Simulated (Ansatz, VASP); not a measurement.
# SiO2 in two plane-wave programs

Aim: how closely do two programs agree when they are given the same cell, functional and k mesh? The cell is taken from a series of runs on this material, whose earlier steps may have relaxed, scaled, displaced or heated it; both programs get it as it stands.

Main program and level: Ansatz 0.2.0; plane waves, with VASP 6.6.1 beside it; G0W0 gap at LDA.

### 1. Set-up

Symmetry: P4_32_12, No. 96, tetragonal system. Conventional cell: a = 4.933 Å, b = 4.933 Å, c = 6.465 Å, α = 90.00°, β = 90.00°, γ = 90.00°. Nearest to Si lie 4 O at 1.61 Å. O has 2 Si at 1.61 Å nearest. Farther neighbours and most contacts between anions are not listed.

### 2. Ansatz: G0W0 gap, LDA

Ansatz runs on its PAW soft_1 files.

Quasiparticle shifts depend on high empty states and on the cores, so they are the hardest test of two PAW sets.

Input file input.yaml:

```yaml
crystal:
  lattice:
    - [4.9329, 0.0, 0.0]
    - [0.0, 4.9329, 0.0]
    - [0.0, 0.0, 6.4645]
  atoms:
    - { symbol: Si, position: [0.8136083997, 0.8136083997, 0.5] }
    - { symbol: Si, position: [0.6863916003, 0.3136083997, 0.25] }
    - { symbol: Si, position: [0.1863916003, 0.1863916003, 0.0] }
    - { symbol: Si, position: [0.3136083997, 0.6863916003, 0.75] }
    - { symbol: O, position: [0.2672894097, 0.3712296189, 0.8040824089] }
    - { symbol: O, position: [0.1287703811, 0.7672894097, 0.5540824089] }
    - { symbol: O, position: [0.7327105903, 0.6287703811, 0.3040824089] }
    - { symbol: O, position: [0.8712296189, 0.2327105903, 0.0540824089] }
    - { symbol: O, position: [0.7672894097, 0.1287703811, 0.4459175911] }
    - { symbol: O, position: [0.6287703811, 0.7327105903, 0.6959175911] }
    - { symbol: O, position: [0.2327105903, 0.8712296189, 0.9459175911] }
    - { symbol: O, position: [0.3712296189, 0.2672894097, 0.1959175911] }
kpoints:
  mp_grid: { grid: [4, 4, 2] }
hamiltonian:
  xc: lda
  pseudopotentials: { kind: paw, azcp: { folder: soft_1 }, xc_functional: pbe }
scf:
  occupations: { method: fixed }
gw:
  n_empty_bands: 591
  ecut_chi: 140
  qp_bands: [v4, c4]
  qp_kpoints: band_edges
  screening: { model: contour_deformation }
```

Launch:

```bash
$ ansatz run input.yaml --threads 4 --pin off --max-ram 138240MiB --backend cuda --events-out ev --progress --plain --runs-dir out --devices 1 --max-vram 26GiB
```

Numbers of over 12 decimals in the logs are rounded to 6 here.

Output:

```text
GPUs: using 1 of 1 available (devices: 1).
Engine: ansatz 0.2.0, x86_64-unknown-linux-gnu
Pseudopotentials: kind: paw
Pseudopotential: Si, paw, valence charge 4, recommended cutoff 420 eV (normal), soft_1/Si.paw.azcp
Pseudopotential: O, paw, valence charge 6, recommended cutoff 420 eV (normal), soft_1/O.paw.azcp
Functional definition: SPW92
  exchange = slater_x
  correlation = pw_c
device memory: the entry about to start is reckoned to put 3.0 GiB on a device that reports 55.9 GiB free (of which the cap on the GPU budget leaves the run 26.0 GiB)
GPU FFT provider: cuFFT
GPU libraries: cuBLAS 13.8.2, cuFFT 12.4.0, cuSOLVER 12.3.4
Crystal: 12 atoms, lattice volume = 157.304 Å³
Basis set: ecut = 420 eV, 3097 PW (Γ)
Bands: 44, of which v1, the nominal top of the filled ones, is band 32 counted from 1 (31 counted from 0)
Symmetry: 8 space group operations
Space group: P43212 (ITA 96), of the structure as read, at distance tolerance 5.4e-5 Å
k-points: 12 of 32
Non-local potential: Si, projectors of the file, l = 0: 2, l = 1: 2, l = 2: 1
Non-local potential: O, projectors of the file, l = 0: 2, l = 1: 2, l = 2: 1
PAW form: soft (Blöchl's): semilocal exchange-correlation on the pseudo side does not see the compensation charge
PAW frozen core: Si, regenerated for the run's functional, and the local potential with it (the file was generated under x = pbe(κ = 0.804, μ = 0.219515), c = pbe(β = 0.066725))
PAW frozen core: O, regenerated for the run's functional, and the local potential with it (the file was generated under x = pbe(κ = 0.804, μ = 0.219515), c = pbe(β = 0.066725))
PAW one-centre angular grid: Si, 110 points (default); XC on 64 Gauss nodes
PAW one-centre angular grid: O, 110 points (default); XC on 64 Gauss nodes
Initial density: superposition of atomic densities (chi_scale 0.1, normalization cell, long waves kept (reshape's long-wave potential 0.00 eV rms))
Initial wavefunctions: pseudopotential atomic-orbital guess
GPU buffer pool allocated for 58320 grid points (all kernels)
GPU transforms: local potential and band sums: pruned to the plane-wave sphere, on 36×36×45
Functional: x = slater, c = lda
SCF iter   1: F=—  HF=-6897.094141 eV  |F-HF|=—  |Δ(HF+E_count)|=         —  Δρ=1.23e-1  dr2=2.12e1  ethr=3.10e-3  ⟨swp⟩=4.8  Hψ=2154  notcnv=0  defer=103
preconditioner: auto → Resta (q_TF=auto, 2.349 Å⁻¹)  ε∞=2.7  [insulator: Δε(μ)=7.115 eV  Ē_g=17.940 eV  n_scr=36 (ndim 8)  ℏωp=23.7 eV  f_vac=0.043  ε∞_Penn≈2.7]
SCF iter   2: F=—  HF=-6891.065187 eV  |F-HF|=—  |Δ(HF+E_count)|=    6.03e0  Δρ=4.22e-2  dr2=1.17e0  ethr=3.10e-3  ⟨swp⟩=3.9  Hψ=1362  notcnv=0  defer=101
SCF iter   3: F=—  HF=-6890.799011 eV  |F-HF|=—  |Δ(HF+E_count)|=   2.66e-1  Δρ=2.01e-2  dr2=3.62e-1  ethr=1.83e-3  ⟨swp⟩=2.0  Hψ=491  notcnv=0  defer=114
SCF iter   4: F=—  HF=-6890.715850 eV  |F-HF|=—  |Δ(HF+E_count)|=   8.32e-2  Δρ=1.42e-3  dr2=2.27e-3  ethr=5.66e-4  ⟨swp⟩=3.3  Hψ=881  notcnv=0  defer=115
SCF iter   5: F=—  HF=-6890.717324 eV  |F-HF|=—  |Δ(HF+E_count)|=   1.47e-3  Δρ=1.92e-4  dr2=9.43e-5  ethr=3.54e-6  ⟨swp⟩=2.5  Hψ=841  notcnv=0  defer=118
SCF iter   6: F=—  HF=-6890.717339 eV  |F-HF|=—  |Δ(HF+E_count)|=   1.55e-5  Δρ=4.56e-5  dr2=4.20e-6  ethr=1.47e-7  ⟨swp⟩=2.8  Hψ=934  notcnv=0  defer=114
SCF iter   7: F=-6890.717341 eV  HF=-6890.717341 eV  |F-HF|=4.92e-8  |Δ(HF+E_count)|=   1.89e-6  Δρ=6.86e-6  dr2=9.31e-8  ethr=1.56e-10  ⟨swp⟩=12.8  Hψ=3225  notcnv=0
SCF 1 converged in 7 iterations: F = -6890.717341 eV  dr2 = 9.31e-8
  greatest PAW one-centre occupation: 0.856 electrons in one spin orbital (limit 2), on the O atom at site 10 (counted from 0), in its partial waves of l = 0
device memory: the entry about to start is reckoned to put 3.8 GiB (of the 3.9 GiB reckoned in all, the device holds 0.1 GiB already) on a device that reports 63.3 GiB free (of which the cap on the GPU budget leaves the run 26.0 GiB)
NSCF: frozen V_eff on 12 k-points
the band table was solved once the SCF had ended and its energy, with any forces and stress, was formed, with the checks that follow a solve (2339 applications of the Hamiltonian). They found nothing against the state; the energy, forces and stress were not computed again (output.eigenvalues in the input reference)
device memory: the entry about to start is reckoned to put 11.0 GiB on a device that reports 63.4 GiB free (of which the cap on the GPU budget leaves the run 26.0 GiB)
NSCF: frozen V_eff on 12 k-points
G₀W₀ screening: q 1/12
[... further progress lines ...]
SCF converged after 7 iterations
Free energy (F): -6890.717341 eV
Harris-Foulkes:  -6890.717341 eV  (|F-HF|=4.92e-8)
Internal energy: -6890.717341 eV  (E = F + TS)
E sigma→0 (E₀):  -6890.717341 eV
Fermi energy:    1.859625 eV
--- Per-component energies (eV) ---
  E_band       = -323.562427
  E_kinetic    = 1548.539449
  E_local      = -4114.190630  (includes V_loc(G=0)·N_el)
  E_nonlocal   = 529.574536
  E_hartree    = 1505.587429
  E_xc         = -791.113863
[...]
--- G₀W₀: contour deformation, 6 samples at zero and on the imaginary axis and 2 off it, 32 q-points, 591 empty bands' worth ---
  eigenvalues of the whole cell's RPA ε∞ on this k-mesh (on a slab, of 1 + 4πα/V) = 2.2959, 2.3512, 2.3512; static W/v taken at q = 0 is 0.430341
  bands read: the sum over 623 bands ends inside a degenerate multiplet in 10 slots, whose members it reads at an even weight; the widest, k=11: bands 621 to 624 (counted from 1) at 3/4 each
  gw.qp_kpoints: band_edges: 11 of 12 stored k-points solved, in 1 pass; an edge of the gap read off the rows below is read off those points alone
    valence top: of the k-points left out ik 8 came nearest to being solved in a further pass, in band 32 (counted from 1, as in the quasiparticle table): it holds the edge there only if its correction is more favourable than any solved in that band by at least 0.542 eV; those differ by 0.066 eV
    conduction bottom: of the k-points left out ik 8 came nearest to being solved in a further pass, in band 33 (counted from 1, as in the quasiparticle table): it holds the edge there only if its correction is more favourable than any solved in that band by at least 2.449 eV; those differ by 0.394 eV
    ik  band        ε_KS         Σx   Σc(E_QP)       V_xc       Z   E_QP_lin       E_QP  E_QP is
     0    29      0.9913   -26.4834     4.1551   -20.6158  0.8030    -0.7462    -0.7211  root
     0    30      1.4016   -26.7964     4.1683   -20.9520  0.8028    -0.2980    -0.2744  root
     0    31      1.4016   -26.7964     4.1683   -20.9520  0.8028    -0.2980    -0.2744  root
     0    32      1.8596   -26.7647     4.1073   -21.0259  0.8040     0.2064     0.2281  root
     0    33      7.4398    -7.5144    -3.4379   -12.4571  0.8660     8.9562     8.9446  root
     0    34     10.5131    -6.2603    -4.0553   -12.1660  0.8588    12.3853    12.3635  root
     0    35     10.5131    -6.2603    -4.0553   -12.1660  0.8588    12.3853    12.3635  root
     0    36     11.1729    -6.2197    -4.1180   -12.2670  0.8585    13.1264    13.1021  root
     1    29      1.1291   -26.3900     4.1593   -20.5157  0.8029    -0.6111    -0.5858  root
     1    30      1.1291   -26.3900     4.1593   -20.5157  0.8029    -0.6111    -0.5858  root
     1    31      1.4199   -26.3433     4.1404   -20.5113  0.8031    -0.2960    -0.2716  root
     1    32      1.4199   -26.3433     4.1404   -20.5113  0.8031    -0.2960    -0.2716  root
     1    33      8.8483    -8.4836    -3.5301   -13.6991  0.8569    10.5497    10.5336  root
     1    34      8.8483    -8.4836    -3.5301   -13.6991  0.8569    10.5497    10.5336  root
     1    35     10.9041    -5.9321    -4.1139   -11.9253  0.8584    12.8062    12.7834  root
     1    36     10.9041    -5.9321    -4.1139   -11.9253  0.8584    12.8062    12.7834  root
     2    29      0.8999   -26.3004     4.1809   -20.3811  0.8022    -0.8651    -0.8385  root
     2    30      1.2959   -26.6857     4.1675   -20.8328  0.8027    -0.4135    -0.3894  root
     2    31      1.3309   -26.6819     4.1688   -20.8259  0.8028    -0.3803    -0.3561  root
     2    32      1.6858   -26.5412     4.1015   -20.7865  0.8038     0.0100     0.0326  root
     2    33      8.1138    -7.8598    -3.4548   -12.8853  0.8623     9.6976     9.6844  root
     2    34     10.6534    -6.3240    -4.0289   -12.2033  0.8579    12.5259    12.5038  root
     2    35     10.6607    -6.4058    -3.9579   -12.1918  0.8580    12.5102    12.4888  root
     2    36     10.9288    -7.9131    -4.1308   -14.0635  0.8520    12.9752    12.9483  root
[...]
11    29      1.3211   -26.4919     4.1396   -20.6714  0.8027    -0.3839    -0.3598  root
    11    30      1.3211   -26.4919     4.1396   -20.6714  0.8027    -0.3839    -0.3598  root
    11    31      1.3211   -26.4919     4.1396   -20.6714  0.8027    -0.3839    -0.3598  root
    11    32      1.3211   -26.4919     4.1396   -20.6714  0.8027    -0.3839    -0.3598  root
    11    33     10.8504    -7.8333    -3.9222   -13.6543  0.8505    12.7735    12.7492  root
    11    34     10.8504    -7.8333    -3.9222   -13.6543  0.8505    12.7735    12.7492  root
    11    35     10.8504    -7.8333    -3.9222   -13.6543  0.8505    12.7735    12.7492  root
    11    36     10.8504    -7.8333    -3.9222   -13.6543  0.8505    12.7735    12.7492  root
```

The column dr2 measures how far the density is from self-consistency, as an energy; F and HF (Harris–Foulkes) agree once it is small.

[end of part 1 of 2]

[Lines on the potential files, build, host, timing and source positions are cut from VASP's logs without a mark.]

[Logs are printed without paths, hosts, clocks, repeated set-up lines and the standing remarks that a program may print on its own settings, such as how far it seeks lower states.]

[Hosts, paths, dates, database ids (printed as entryN), source tags and the programs' standing remarks are cut or masked in the printed files.]
